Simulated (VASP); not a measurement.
# GaSn (Fmmm) in VASP: notebook

One crystal, GaSn, is run at these levels: SCAN, optB88-vdW; tasks: relaxation of cell and atoms.

Program: VASP 6.6.1. These are calculated values, not measurements. Logs are shortened: lines on timing, memory, paths and dates and some standing lists are left out, and cuts for length are marked.

### Step 1. Starting point

It takes space group Fmmm (No. 69, orthorhombic). Conventional cell: a = 5.459 Å, b = 5.806 Å, c = 6.196 Å, α = 90.00°, β = 90.00°, γ = 90.00°. Around Ga (site symmetry mmm) lie 6 Sn at 2.73 to 3.10 Å. Sn (site symmetry mmm) is surrounded by 6 Ga at 2.73 to 3.10 Å.

The cell was built by a generator and needn't be a form met in nature.

### Step 2. Relaxation of cell and atoms, SCAN

INCAR reads:

```
PREC = Accurate
ENCUT = 600
EDIFF = 1E-6
ISMEAR = -1
SIGMA = 0.05
LREAL = F
LASPH = T
NELM = 100
ALGO = Normal
ISIF = 3
LWAVE = F
LCHARG = F
METAGGA = SCAN
LMIXTAU = T
IBRION = 2
NSW = 40
EDIFFG = -0.02
```

KPOINTS reads:

```
regular mesh
0
Gamma
  8 8 8
```

POSCAR reads:

```
GaSn
1.0
    0.0000000000      2.9028814200      3.0982155700
    2.7292512900      0.0000000000      3.0982155700
    2.7292512900      2.9028814200      0.0000000000
Ga Sn
1 1
Direct
    0.5000000000      0.5000000000      0.5000000000
    0.0000000000      0.0000000000      0.0000000000
```

Potentials or basis: VASP PAW PBE potentials, release 64 (Ga_d, Sn_d).

Launch:

```sh
$ cat potpaw_PBE.64/Ga_d/POTCAR potpaw_PBE.64/Sn_d/POTCAR > POTCAR
$ mpirun -np 1 vasp_std > vasp.out
```

OUTCAR:

```text
PREC = Accurate
   ENCUT = 600
   EDIFF = 1E-6
   ISMEAR = -1
   LREAL = F
   LASPH = T
   NELM = 100
   ISIF = 3
   METAGGA = SCAN
   IBRION = 2
   NSW = 40
   EDIFFG = -0.02

 ion  position               nearest neighbor table
   1  0.500  0.500  0.500-   2 2.73   2 2.73   2 2.90   2 2.90   2 3.10   2 3.10
   2  0.000  0.000  0.000-   1 2.73   1 2.73   1 2.90   1 2.90   1 3.10   1 3.10

  LATTYP: Found a face centered orthorhombic cell.
 ALAT       =     5.4585025800
 B/A-ratio  =     1.0636182277
 C/A-ratio  =     1.1351888268

  Lattice vectors:

 A1 = (   0.0000000000,   2.9028814200,   3.0982155700)
 A2 = (   2.7292512900,   0.0000000000,   3.0982155700)
 A3 = (   2.7292512900,   2.9028814200,   0.0000000000)

Analysis of symmetry for initial positions (statically):
=====================================================================
 Subroutine PRICEL returns:
 Original cell was already a primitive cell.

 Routine SETGRP: Setting up the symmetry group for a
 face centered orthorhombic supercell.

 Subroutine GETGRP returns: Found  8 space group operations
 (whereof  8 operations were pure point group operations)
 out of a pool of  8 trial point group operations.

The static configuration has the point symmetry D_2h.

Analysis of symmetry for dynamics (positions and initial velocities):
=====================================================================
 Subroutine PRICEL returns:
 Original cell was already a primitive cell.

 Routine SETGRP: Setting up the symmetry group for a
 face centered orthorhombic supercell.

 Subroutine GETGRP returns: Found  8 space group operations
 (whereof  8 operations were pure point group operations)
 out of a pool of  8 trial point group operations.

The dynamic configuration has the point symmetry D_2h.

 Subroutine INISYM returns: Found  8 space group operations
 (whereof  8 operations are pure point group operations),
 and found     1 'primitive' translations

----------------------------------------------------------------------------------------

                                     Primitive cell

  volume of cell :      49.0924

  direct lattice vectors                    reciprocal lattice vectors
     0.000000000  2.902881420  3.098215570    -0.183200426  0.172242654  0.161383218
     2.729251290  0.000000000  3.098215570     0.183200426 -0.172242654  0.161383218
     2.729251290  2.902881420  0.000000000     0.183200426  0.172242654 -0.161383218
[... 96 lines left out ...]
   NUPDOWN=      -1.0000    fix difference up-down
   EMIN   =  10.00;   EMAX   =-10.00  energy-range for DOS
   EFERMI =   0.00;   METHOD = LEGACY
   ISMEAR =    -1;   SIGMA  =   0.05  broadening in eV -4-tet -1-fermi 0-gaus
   EFERMI_NEDOS =   21; number of points for ismear=-14 and -15
   IALGO  =     38    algorithm
   IMIX   =      4    mixing-type and parameters
     AMIX     =   0.40;   BMIX     =  1.00
     AMIX_MAG =   1.60;   BMIX_MAG =  1.00
  volume/ion in A,a.u.               =      24.55       165.65
  Fermi-wavevector in a.u.,A,eV,Ry     =   1.341296  2.534682 24.477898  1.799075
  Thomas-Fermi vector in A             =   2.469541
   LORBIT       =      0    0 simple, 1 ext, 2 COOP (PROOUT), +10 PAW based schemes
   METAGGA = SCAN    functional components
   LHFCALC =     F    Hartree Fock is set to
   AEXX    =    0.0000 exact exchange contribution
   IVDW    =     0    specifies the selected vdW correction
   LEPSILON=     F    determine dielectric tensor
   LRPA    =     F    only Hartree local field effects (RPA)
 conjugate gradient relaxation of ions
 non-spin polarized calculation
  energy-cutoff  :      600.00
  volume of cell :       49.09
 maximum number of plane-waves:      1666
 NGX is ok and might be reduce to    36
   NGX = 17   NGY = 17   NGZ = 15

--------------------------------------- Ionic step        1  -------------------------------------------

 number of electron      27.0000004 magnetization

 Free energy of the ion-electron system (eV)
  ---------------------------------------------------
  ext. energy  EPLUGINS =         0.00000000
  ---------------------------------------------------
  free energy    TOTEN  =       -51.88996875 eV

  energy without entropy =      -51.87973342  energy(sigma->0) =      -51.88485108

------------------------ aborting loop because EDIFF is reached ----------------------------------------

  FORCE on cell =-STRESS in cart. coord.  units (eV):
  Direction    XX          YY          ZZ          XY          YZ          ZX
  --------------------------------------------------------------------------------------
  -------------------------------------------------------------------------------------
  Total        1.2073111     -0.3866245     -1.8370406     -0.0000000      0.0000000      0.0000000
  in kB       39.4017350    -12.6178541    -59.9535492     -0.0000000      0.0000000      0.0000000
  external PRESSURE =     -11.0565561 kB  Pullay stress =       0.0000000 kB
[... 167 lines left out ...]
--------------------------------------- Ionic step        6  -------------------------------------------

 number of electron      26.9999997 magnetization

 Free energy of the ion-electron system (eV)
  ---------------------------------------------------
  ext. energy  EPLUGINS =         0.00000000
  ---------------------------------------------------
  free energy    TOTEN  =       -52.02127173 eV

  energy without entropy =      -52.01189457  energy(sigma->0) =      -52.01658315

 E-fermi :   6.3774     XC(G=0): -11.5054

 val. band max:        6.3760208054   @ k =  -0.3750   0.2500   0.0000
 cond. band min:       6.3778059670   @ k =  -0.3750   0.2500   0.2500
 fundamental gap:      0.0017851616
 Fermi energy:         6.3773560930

 k-point     1 :       0.0000    0.0000    0.0000
  band No.  band energies     occupation
      1     -15.4655      2.00000
      2     -15.4649      2.00000
      3     -15.4343      2.00000
      4     -15.4330      2.00000
      5     -15.4326      2.00000
      6      -8.8243      2.00000
[... 457 lines left out ...]
      4     -15.4141      2.00000
      5     -15.4084      2.00000
      6      -8.8677      2.00000
[... 9 lines left out ...]
     16      11.9936      0.00000
     17      12.2343      0.00000

 [... further k-points ...]

------------------------ aborting loop because EDIFF is reached ----------------------------------------

  FORCE on cell =-STRESS in cart. coord.  units (eV):
  Direction    XX          YY          ZZ          XY          YZ          ZX
  --------------------------------------------------------------------------------------
  -------------------------------------------------------------------------------------
  Total        0.0070399      0.0233645     -0.0115469      0.0000000      0.0000000      0.0000000
  in kB        0.2410086      0.7998746     -0.3953024      0.0000000      0.0000000      0.0000000
  external PRESSURE =       0.2151936 kB  Pullay stress =       0.0000000 kB
[... 17 lines left out ...]
  FREE ENERGIE OF THE ION-ELECTRON SYSTEM (eV)
  ---------------------------------------------------
  free  energy   TOTEN  =       -52.0212717345 eV

  energy  without entropy=      -52.0118945651  energy(sigma->0) =      -52.01658315

 reached required accuracy - stopping structural energy minimisation
```

CONTCAR:

```text
GaSn
   1.00000000000000
    -0.0000000000000000    2.8591213789279672    2.8605664486584499
     2.8610886405532470    0.0000000000000000    2.8605664486584499
     2.8610886405532470    2.8591213789279672    0.0000000000000000
  Ga              Sn
     1     1
Direct
     0.5000000000000000    0.5000000000000000    0.5000000000000000
     0.0000000000000000    1.0000000000000000    0.0000000000000000

  0.00000000E+00  0.00000000E+00  0.00000000E+00
  0.00000000E+00  0.00000000E+00  0.00000000E+00
```

Run time: 19 min. Hardware: 1 thread of Intel Xeon 6975P-C (Granite Rapids), shared host; peak memory 0.3 GiB.

What came out:

```yaml
Free_energy: -52.0213 eV
Relaxed_volume: 23.40 Å³/atom
Relaxed_cell: a = 4.044 Å, b = 4.046 Å, c = 4.045 Å, α = 59.99°, β = 60.02°, γ = 59.99°
Space_group_after_relaxing_to_0.05_Å: Fm-3m (No. 225)
Energy_gained_by_relaxing: 65.7 meV/atom
Ionic_steps: 6
Pressure_after_relaxing: 0.0 GPa
Band_gap_on_the_k_mesh: none (metal or under the smearing width)
```

The path:
```csv
step,energy change (eV),largest force (eV/Å),pressure (GPa),volume (Å³)
1,0.0000,0.0000,-1.11,49.09
2,-0.1034,0.0000,-0.95,47.83
3,-0.1309,0.0000,0.14,46.70
4,-0.1312,0.0000,-0.01,46.83
5,-0.1311,0.0000,-0.07,46.88
6,-0.1313,0.0000,0.02,46.80
```

Final structure:
```
Ga Sn
1.0
     0.00000    2.85912    2.86057
     2.86109    0.00000    2.86057
     2.86109    2.85912    0.00000
Ga Sn
1 1
Direct
  0.50000 0.50000 0.50000
  0.00000 0.00000 0.00000
```

Caveat: the PAW data sets were made with another functional, which shifts forces and pressure a little.

### Step 3. Relaxation of cell and atoms, optB88-vdW

Changes to INCAR since step 2:

```diff
@@ -12,4 +12,7 @@
 LCHARG = F
-METAGGA = SCAN
-LMIXTAU = T
+GGA = BO
+LUSE_VDW = T
+AGGAC = 0.0
+PARAM1 = 0.1833333333
+PARAM2 = 0.22
 IBRION = 2
```

KPOINTS is that of step 2.

POSCAR is that of step 2.

Potentials or basis: VASP PAW PBE potentials, release 64 (Ga_d, Sn_d).

Launch:

```sh
$ cat potpaw_PBE.64/Ga_d/POTCAR potpaw_PBE.64/Sn_d/POTCAR > POTCAR
$ mpirun -np 1 vasp_std > vasp.out
```

Run time: 6.2 min. Hardware: 1 thread of Intel Xeon 6975P-C (Granite Rapids), shared host; peak memory 0.52 GiB.

The run converged. Its results:

```
Free energy                            : 0.1081 eV
Relaxed volume                         : 24.53 Å³/atom
Relaxed cell                           : a = 4.107 Å, b = 4.110 Å, c = 4.111 Å, α = 59.96°, β = 60.01°, γ = 60.03°
Space group after relaxing (to 0.05 Å) : Fm-3m (No. 225)
Energy gained by relaxing              : 59.1 meV/atom
Ionic steps                            : 8
Pressure after relaxing                : 0.0 GPa
Band gap on the k mesh                 : none (metal or under the smearing width)
```

Stress tensor (GPa, compression positive):
```
-0.06  0.00  0.00
 0.00  0.02  0.00
 0.00  0.00  0.05
```

Step by step:
```
step  energy change (eV)  largest force (eV/Å)  pressure (GPa)  volume (Å³)
   1              0.0000                0.0000            1.18        49.09
   2             -0.0981                0.0000           -0.96        50.30
   3             -0.0993                0.0000           -1.83        51.31
   4             -0.1087                0.0000           -1.55        50.86
   5             -0.1090                0.0000           -1.50        50.78
   6             -0.1180                0.0000           -0.05        49.08
   7             -0.1180                0.0000           -0.12        49.16
   8             -0.1183                0.0000            0.00        49.06
```

Final structure:
```
Ga Sn
1.0
     0.00000    2.90500    2.90377
     2.90820    0.00000    2.90377
     2.90820    2.90500    0.00000
Ga Sn
1 1
Direct
  0.50000 0.50000 0.50000
  0.00000 0.00000 0.00000
```

Levels at points of the mesh, in eV from the Fermi level:
| k point | band 11 | band 12 | band 13 | band 14 | band 15 | band 16 | band 17 |
| --- | --- | --- | --- | --- | --- | --- | --- |
| (0.00, 0.00, 0.00) | -10.68 | 0.95 | 1.14 | 1.15 | 1.16 | 6.73 | 6.79 |
| (0.50, 0.00, 0.00) | -7.72 | -6.99 | 1.84 | 1.85 | 2.45 | 2.46 | 3.35 |
| (0.50, 0.50, 0.00) | -7.20 | -4.30 | -3.33 | -1.53 | -1.52 | 3.66 | 9.64 |
| (0.50, 0.00, 0.50) | -7.21 | -4.30 | -3.32 | -1.53 | -1.51 | 3.67 | 9.65 |
| (0.00, 0.50, 0.50) | -7.22 | -4.30 | -3.31 | -1.52 | -1.51 | 3.67 | 9.63 |

Caveat: the PAW data sets were made with another functional, which shifts forces and pressure a little.
